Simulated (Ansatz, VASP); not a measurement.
# Cross-check of HoBi between VASP and Ansatz

Wanted: the spread between two codes on one cell, functional and k mesh. The cell comes out of the VASP series on this material, whose earlier steps may have relaxed, scaled or displaced it; both programs get it as it stands.

Method: plane waves, with VASP 6.6.1 beside it; band structure at LDA, DFT+U and single point at LDA, DFT+U, in Ansatz 0.2.0.

In doubt: a part-filled 4f shell, where there is one, can sit in one of many states, so energies may not be the lowest and differences between runs may mislead; derivatives with an open 4f shell can jump between states, which bears on forces and vibrations.

**1. Set-up**

It takes space group Fm-3m (No. 225, cubic). The conventional cell has a = 6.235 Å, b = 6.235 Å, c = 6.235 Å, α = 90.00°, β = 90.00°, γ = 90.00°. Nearest to Ho lie 6 Bi at 3.12 Å. Nearest to Bi lie 6 Ho at 3.12 Å. Farther neighbours are not listed.

**2. Ansatz: band structure, LDA, DFT+U**

Ansatz runs on its default PAW (the set named soft_2) files.

The same path points are solved in both programs, so levels can be compared one by one.

Contents of input.yaml:

```yaml
crystal:
  lattice:
    - [0.0, 3.1174745132, 3.1174745132]
    - [3.1174745132, 0.0, 3.1174745132]
    - [3.1174745132, 3.1174745132, 0.0]
  atoms:
    - { symbol: Ho, position: [0.0, 0.0, 0.0], spin: 3.636 }
    - { symbol: Bi, position: [0.5, 0.5, 0.5], spin: 0.009 }
hamiltonian:
  xc: lda
  pseudopotentials: { kind: paw }
  hubbard: { sites: [{ species: Ho, l: f, u_eff: 5.0 }] }
magnetization:
  spin_polarized: true
kpoints:
  mp_grid: { grid: [5, 5, 5] }
  band_path:
    path:
      - [0.0, 0.0, 0.0]
      - [0.16667, 0.0, 0.16667]
      - [0.33333, 0.0, 0.33333]
      - [0.5, 0.0, 0.5]
      - [0.5, 0.08333, 0.58333]
      - [0.5, 0.18333, 0.68333]
      - [0.5, 0.25, 0.75]
      - [0.45, 0.3, 0.75]
      - [0.40833, 0.34167, 0.75]
      - [0.35, 0.35, 0.7]
      - [0.225, 0.225, 0.45]
      - [0.075, 0.075, 0.15]
      - [0.03333, 0.03333, 0.03333]
      - [0.23333, 0.23333, 0.23333]
      - [0.4, 0.4, 0.4]
      - [0.51667, 0.46667, 0.51667]
      - [0.55833, 0.38333, 0.55833]
      - [0.60833, 0.28333, 0.60833]
      - [0.60833, 0.25, 0.64167]
      - [0.55833, 0.25, 0.69167]
      - [0.51667, 0.25, 0.73333]
      - [0.5, 0.3, 0.7]
      - [0.5, 0.38333, 0.61667]
      - [0.5, 0.48333, 0.51667]
      - [0.475, 0.475, 0.55]
      - [0.425, 0.425, 0.65]
      - [0.38333, 0.38333, 0.73333]
      - [0.59167, 0.18333, 0.59167]
      - [0.55, 0.1, 0.55]
      - [0.5, 0.0, 0.5]
    npoints: 1
scf:
  occupations: { method: methfessel_paxton, width: 0.2 }
  n_extra_bands: 10
output:
  forces: true
  stress: true
  eigenvalues: true
```

On the command line:

```
$ ansatz run input.yaml --threads 2 --pin off --max-ram 4608MiB --backend cpu --events-out ev --progress --plain --runs-dir out
```

Numbers of over 12 decimals in the logs are rounded to 6 here.

Log:

```text
Ho: projections on atomic orbitals take those of the free atom [Kr 4d10] 4f11 5s2 5p6 5d0 6s2, of charge +0.00 (hamiltonian.pseudopotentials.projection_atoms); the dataset's partial waves leave at most 4.5e-4 of an orbital's norm unspanned inside its sphere
Bi: projections on atomic orbitals take those of the free atom [Xe 4f14] 5d10 6s2 6p3, of charge +0.00 (hamiltonian.pseudopotentials.projection_atoms); the dataset's partial waves leave at most 4.7e-5 of an orbital's norm unspanned inside its sphere
scf.n_extra_bands = 10 over 18 filled bands (N_el = 36.0): the run solves 28 bands
Engine: ansatz 0.2.0, aarch64-unknown-linux-gnu
Pseudopotentials: kind: paw
Pseudopotential: Ho, paw, valence charge 21, recommended cutoff 420 eV (normal), Ho.paw.azcp
Pseudopotential: Bi, paw, valence charge 15, recommended cutoff 420 eV (normal), Bi.paw.azcp
Functional definition: SPW92
  exchange = slater_x
  correlation = pw_c
Crystal: 2 atoms, lattice volume = 60.595 Å³
Basis set: ecut = 420 eV, 1243 PW (Γ)
Bands: 28, of which v1, the nominal top of the filled ones, is band 18 counted from 1 (17 counted from 0)
Symmetry: 48 space group operations
Space group: Fm-3m (ITA 225), of the structure as read, at distance tolerance 3.9e-5 Å
Magnetic group: BNS 225.116 (UNI 1618), of the structure as read, at distance tolerance 3.9e-5 Å
k-points: 10 of 125
Non-local potential: Ho, projectors of the file, l = 0: 3, l = 1: 2, l = 2: 2, l = 3: 3
Non-local potential: Bi, projectors of the file, l = 0: 2, l = 1: 2, l = 2: 2, l = 3: 2
PAW form: soft (Blöchl's): semilocal exchange-correlation on the pseudo side does not see the compensation charge
PAW frozen core: Ho, regenerated for the run's functional, and the local potential with it (the file was generated under x = pbe(κ = 0.804, μ = 0.219515), c = pbe(β = 0.066725))
PAW frozen core: Bi, regenerated for the run's functional, and the local potential with it (the file was generated under x = pbe(κ = 0.804, μ = 0.219515), c = pbe(β = 0.066725))
PAW one-centre angular grid: Ho, 590 points (default); XC on 64 Gauss nodes
PAW one-centre angular grid: Bi, 590 points (default); XC on 64 Gauss nodes
Initial density: superposition of atomic densities (chi_scale 0.1, normalization cell, long waves kept (reshape's long-wave potential 0.00 eV rms))
Starting moments: Σ|m| = 0.009 μB on 1 of 2 sites
Initial wavefunctions: pseudopotential atomic-orbital guess
Functional: x = slater, c = lda
SCF iter   1: F=—  HF=-23186.198552 eV  |F-HF|=—  |Δ(HF+E_count)|=         —  Δρ=2.76e-2 (↑2.76e-2 ↓2.46e-2)  dr2=1.17e0  dr2_m=1.79e-1  M=3.790 μB ∫|m|=3.797 μB  β_m=0.30  ethr=3.10e-3  ⟨swp⟩=5.5  Hψ=2282  notcnv=0
preconditioner: auto → Kerker (q_TF=auto, 2.502 Å⁻¹)  [metal: Δε(μ)=0.033 eV  Ē_g=17.099 eV  σ=0.200 eV  W_gap=0.14  n_scr=14 (ndim 8)  ℏωp=27.8 eV  f_vac=0.000  D(μ)=1.62/eV (n_scr^D=14)]
spin=Collinear: Kerker preconditioning applied to the charge; magnetization (m = ρ↑ − ρ↓) channel mixes plain (no charge-response kernel on spin).
SCF iter   2: F=—  HF=-23185.947616 eV  |F-HF|=—  |Δ(HF+E_count)|=   2.51e-1  Δρ=2.47e-2 (↑1.93e-2 ↓2.47e-2)  dr2=4.79e-1  dr2_m=1.64e-1  M=3.859 μB ∫|m|=3.866 μB  β_m=0.60  ethr=3.10e-3  ⟨swp⟩=2.0  Hψ=798  notcnv=0  defer=1
preconditioner: auto → none  [insulator: Δε(μ)=0.152 eV  Ē_g=17.149 eV  σ=0.200 eV  W_gap=0.53  n_scr=14 (ndim 8)  ℏωp=27.8 eV  f_vac=0.000  D(μ)=1.36/eV (n_scr^D=8)  ε∞_Penn≈3.6]
SCF iter   3: F=—  HF=-23186.321367 eV  |F-HF|=—  |Δ(HF+E_count)|=   3.74e-1  Δρ=1.36e-2 (↑1.36e-2 ↓6.84e-3)  dr2=3.19e-1  dr2_m=8.27e-3  M=3.920 μB ∫|m|=3.935 μB  β_m=0.55  ethr=1.33e-3  ⟨swp⟩=2.6  Hψ=1144  notcnv=0
SCF iter   4: F=—  HF=-23186.079434 eV  |F-HF|=—  |Δ(HF+E_count)|=   2.42e-1  Δρ=1.17e-2 (↑2.46e-3 ↓1.17e-2)  dr2=7.24e-2  dr2_m=1.37e-2  M=4.053 μB ∫|m|=4.067 μB  β_m=0.57  ethr=8.87e-4  ⟨swp⟩=2.2  Hψ=1244  notcnv=0
SCF iter   5: F=—  HF=-23186.106302 eV  |F-HF|=—  |Δ(HF+E_count)|=   2.69e-2  Δρ=2.21e-3 (↑9.23e-4 ↓2.21e-3)  dr2=4.71e-3  dr2_m=2.69e-4  M=4.056 μB ∫|m|=4.072 μB  β_m=0.62  ethr=2.01e-4  ⟨swp⟩=2.0  Hψ=972  notcnv=0
SCF iter   6: F=—  HF=-23186.115049 eV  |F-HF|=—  |Δ(HF+E_count)|=   8.75e-3  Δρ=2.37e-3 (↑2.88e-4 ↓2.37e-3)  dr2=2.83e-3  dr2_m=9.43e-4  M=4.046 μB ∫|m|=4.056 μB  β_m=0.55  ethr=1.31e-5  ⟨swp⟩=2.0  Hψ=943  notcnv=0
SCF iter   7: F=—  HF=-23186.115917 eV  |F-HF|=—  |Δ(HF+E_count)|=   8.68e-4  Δρ=1.98e-3 (↑1.86e-4 ↓1.98e-3)  dr2=1.93e-3  dr2_m=6.36e-4  M=4.045 μB ∫|m|=4.054 μB  β_m=0.77  ethr=7.87e-6  ⟨swp⟩=1.0  Hψ=560  notcnv=0
SCF iter   8: F=—  HF=-23186.117592 eV  |F-HF|=—  |Δ(HF+E_count)|=   1.68e-3  Δρ=1.27e-3 (↑9.41e-5 ↓1.27e-3)  dr2=7.99e-4  dr2_m=2.55e-4  M=4.042 μB ∫|m|=4.050 μB  β_m=0.89  ethr=5.37e-6  ⟨swp⟩=2.4  Hψ=931  notcnv=0
SCF iter   9: F=—  HF=-23186.119222 eV  |F-HF|=—  |Δ(HF+E_count)|=   1.63e-3  Δρ=7.53e-4 (↑3.92e-5 ↓7.53e-4)  dr2=2.91e-4  dr2_m=8.37e-5  M=4.037 μB ∫|m|=4.044 μB  β_m=0.83  ethr=2.22e-6  ⟨swp⟩=2.0  Hψ=1015  notcnv=0
SCF iter  10: F=—  HF=-23184.633756 eV  |F-HF|=—  |Δ(HF+E_count)|=         —  Δρ=8.60e-2 (↑1.83e-2 ↓8.60e-2)  dr2=2.75e0  dr2_m=1.48e0  M=3.178 μB ∫|m|=3.190 μB  β_m=0.83  ethr=8.08e-7  ⟨swp⟩=2.0  Hψ=999  notcnv=1
[...]
Symmetry: 2 space group operations
k-points: 63 of 125
Initial density: handed on by an earlier stage of this run
Starting moments: Σ|m| = 0.009 μB on 1 of 2 sites; this step starts from the density that it was given
[...]
preconditioner: auto → Kerker (q_TF=auto, 2.502 Å⁻¹)  [metal: Δε(μ)=0.119 eV  Ē_g=17.762 eV  σ=0.200 eV  W_gap=0.48  n_scr=14 (ndim 8)  ℏωp=27.8 eV  f_vac=0.000  D(μ)=1.25/eV (n_scr^D=8)]
spin=Collinear: Kerker preconditioning applied to the charge; magnetization (m = ρ↑ − ρ↓) channel mixes plain (no charge-response kernel on spin).
[...]
preconditioner: auto → none  [insulator: Δε(μ)=0.163 eV  Ē_g=17.392 eV  σ=0.200 eV  W_gap=0.63  n_scr=14 (ndim 8)  ℏωp=27.8 eV  f_vac=0.000  D(μ)=0.37/eV (n_scr^D=0)  ε∞_Penn≈3.6]
[...]
SCF iter  28: F=—  HF=-23186.161450 eV  |F-HF|=—  |Δ(HF+E_count)|=   2.39e-4  S|Δr|=    0.00e0  Δρ=9.50e-5 (↑2.72e-5 ↓9.50e-5)  dr2=2.14e-6  dr2_m=1.42e-6  M=3.812 μB ∫|m|=3.849 μB  β_m=0.98  ethr=1.65e-11  ⟨swp⟩=4.6  Hψ=10716  notcnv=0  defer=311
SCF iter  29: F=—  HF=-23186.161480 eV  |F-HF|=—  |Δ(HF+E_count)|=   2.96e-5  S|Δr|=    0.00e0  Δρ=1.46e-4 (↑5.29e-5 ↓1.46e-4)  dr2=2.49e-5  dr2_m=1.33e-6  M=3.813 μB ∫|m|=3.850 μB  β_m=0.89  ethr=1.65e-11  ⟨swp⟩=5.0  Hψ=10868  notcnv=0  defer=311  recentre
SCF iter  30: F=—  HF=-23186.161460 eV  |F-HF|=—  |Δ(HF+E_count)|=   1.95e-5  S|Δr|=    0.00e0  Δρ=7.52e-5 (↑4.06e-5 ↓7.52e-5)  dr2=8.10e-6  dr2_m=2.23e-7  M=3.812 μB ∫|m|=3.849 μB  β_m=0.79  ethr=1.65e-11  ⟨swp⟩=5.1  Hψ=11427  notcnv=0  defer=311
SCF iter  31: F=—  HF=-23186.161457 eV  |F-HF|=—  |Δ(HF+E_count)|=   3.20e-6  S|Δr|=    0.00e0  Δρ=3.46e-5 (↑1.35e-5 ↓3.46e-5)  dr2=8.18e-7  dr2_m=8.84e-8  M=3.813 μB ∫|m|=3.850 μB  β_m=0.79  ethr=1.65e-11  ⟨swp⟩=4.0  Hψ=10329  notcnv=0  defer=311
SCF iter  32: F=—  HF=-23186.161457 eV  |F-HF|=—  |Δ(HF+E_count)|=   4.66e-7  S|Δr|=    0.00e0  Δρ=1.47e-5 (↑5.85e-6 ↓1.47e-5)  dr2=2.84e-7  dr2_m=3.08e-8  M=3.813 μB ∫|m|=3.850 μB  β_m=0.89  ethr=1.65e-11  ⟨swp⟩=4.5  Hψ=9895  notcnv=0  defer=311
SCF iter  33: F=—  HF=-23186.161457 eV  |F-HF|=—  |Δ(HF+E_count)|=   1.21e-7  S|Δr|=    0.00e0  Δρ=1.54e-5 (↑5.39e-6 ↓1.54e-5)  dr2=1.69e-7  dr2_m=2.06e-8  M=3.813 μB ∫|m|=3.851 μB  β_m=0.93  ethr=1.65e-11  ⟨swp⟩=4.2  Hψ=8598  notcnv=0  defer=311
SCF iter  34: F=—  HF=-23186.161457 eV  |F-HF|=—  |Δ(HF+E_count)|=   7.26e-8  S|Δr|=    0.00e0  Δρ=1.06e-5 (↑1.66e-6 ↓1.06e-5)  dr2=8.55e-8  dr2_m=1.29e-8  M=3.813 μB ∫|m|=3.851 μB  β_m=0.96  ethr=1.65e-11  ⟨swp⟩=3.0  Hψ=8024  notcnv=0  defer=311
SCF iter  35: F=—  HF=-23186.161457 eV  |F-HF|=—  |Δ(HF+E_count)|=   1.76e-8  S|Δr|=    0.00e0  Δρ=7.67e-6 (↑1.49e-6 ↓7.67e-6)  dr2=4.57e-8  dr2_m=6.39e-9  M=3.813 μB ∫|m|=3.851 μB  β_m=0.98  ethr=1.65e-11  ⟨swp⟩=3.0  Hψ=7900  notcnv=0  defer=311
SCF iter  36: F=—  HF=-23186.161457 eV  |F-HF|=—  |Δ(HF+E_count)|=   1.85e-8  S|Δr|=    0.00e0  Δρ=4.20e-6 (↑1.32e-6 ↓4.20e-6)  dr2=1.56e-8  dr2_m=1.72e-9  M=3.813 μB ∫|m|=3.851 μB  β_m=0.96  ethr=1.65e-11  ⟨swp⟩=3.0  Hψ=8026  notcnv=0  defer=311
SCF iter  37: F=-23186.161457 eV  HF=-23186.161457 eV  |F-HF|=1.35e-8  |Δ(HF+E_count)|=   1.13e-8  S|Δr|=    0.00e0  Δρ=1.79e-6 (↑2.69e-7 ↓1.79e-6)  dr2=9.99e-10  dr2_m=4.83e-10  M=3.813 μB ∫|m|=3.851 μB  ethr=1.65e-11  ⟨swp⟩=9.0  Hψ=17842  notcnv=0
SCF 1 converged in 37 iterations: F = -23186.161457 eV  dr2 = 9.99e-10
  greatest PAW one-centre occupation: 0.996 electrons in one spin orbital (limit 2), on the Ho atom at site 0 (counted from 0), in its partial waves of l = 0
this state was not tested for a lower state beside it, because cold or Methfessel-Paxton smearing, or corrected tetrahedra, fill the levels in a way that the test cannot read (fill_not_monotonic; see scf.lower_state_search)
NSCF: frozen V_eff on 30 k-points
SCF converged after 58 iterations (21 of them in the search for the orbital order of the open f shells)
Magnetization: 3.8133 μB (19.9066 up, 16.0934 down)
Absolute magnetization: 3.8452 μB (∫|ρ↑−ρ↓|, with the PAW one-centre terms)
Spin contamination: 0.0259 ħ² per cell (⟨S²⟩ above its minimum at these occupations)
Per-site moments (μB) at R_I (Å): [(3.797920, 1.285958236695), (-0.012720, 1.285958236695)]
Free energy (F): -23186.161457 eV
Harris-Foulkes:  -23186.161457 eV  (|F-HF|=1.35e-8)
Internal energy: -23186.153264 eV  (E = F + TS)
E sigma→0 (E₀):  -23186.159408 eV
Entropy (-TS):   -0.008193 eV (-4.096 meV/atom)
Fermi energy:    11.678156 eV
--- Per-component energies (eV) ---
  E_band       = -120.396766
  E_kinetic    = 680.214078
  E_local      = -5420.718083  (includes V_loc(G=0)·N_el)
  E_nonlocal   = 1186.308200
  E_hartree    = 2162.328298
  E_xc         = -345.394545
  E_vxc        = -370.194797  (∫ρ·V_xc dr)
  E_hubbard    = 0.547629  (on-site DFT+U / exact-exchange correction)
  E_vhub       = -24.488225  (the Hubbard potential's part of the band-sum identity)
  E_paw        = -17132.325827  (= ΣΔE_a)
  E_vpaw       = -496.176348  (= ΣTr[D̂ρ^β])
  E_aug_tail   = -0.000505  (compensation charges beyond the density's cutoff)
  E_ewald      = -4318.831783
  E_core_change = 1.719276  (= ΣΔE_core)
  E_smearing   = -0.008193  (= −TS)
  E_closure    = -0.000000  (closes the sum)
  Σ components = -23186.161457   (vs F -23186.161457, Δ=0.00e0)
--- Forces (eV/Å), atoms counted from 1 ---
  atom   1  Ho     0.00000000     0.00000000     0.00000000
  atom   2  Bi     0.00000000     0.00000000     0.00000000
  max |Σ_I F_I| component: 0.00e0 eV/Å
--- Stress (GPa, compression-positive) ---
       -1.067240      -0.141777      -0.177129
       -0.142082      -1.125602      -0.205022
       -0.177323      -0.205270      -1.128324
  P = ⅓ Tr σ = -1.1071 GPa (-11.071 kbar)
--- Band table (eV; the first three rows and the last of 126) ---
  k-point 0 ↑: bands = [... 14 lower, 5.3967, 5.4142, 5.4343, 13.0501, 13.0620, 13.0646, 13.2324, 13.2329, ... 6 higher]
  k-point 1 ↑: bands = [... 14 lower, 5.4021, 5.4160, 5.4324, 10.1355, 11.4374, 11.4465, 13.5879, 13.7627, ... 6 higher]
  k-point 2 ↑: bands = [... 14 lower, 5.4122, 5.4303, 5.4330, 7.9017, 10.3838, 10.3911, 14.3332, 14.7092, ... 6 higher]
  k-point 62 ↓: bands = [... 14 lower, 10.0205, 10.5072, 11.7501, 13.0221, 13.0250, 13.0858, 14.5984, 15.2027, ... 6 higher]
Occupation matrices written to <dir>
```

The job ended after 44 s (2 threads of Arm Neoverse V2, shared host; peak memory 0.48 GiB; 83 s of CPU time).

Reading the cycles: dr2 is the Hartree energy of the density residual (eV), the measure of convergence; HF is the Harris–Foulkes estimate of the energy, which meets the free energy F at convergence.

(Part 1 of 3 ends here.)

[Lines on the potential files, build, host, timing and source positions are cut from VASP's logs without a mark.]

[Logs are printed without paths, hosts, clocks, repeated set-up lines and the standing remarks that a program may print on its own settings, such as how far it seeks lower states.]

[Hosts, paths, dates, database ids (printed as entryN), source tags and the programs' standing remarks are cut or masked in the printed files.]
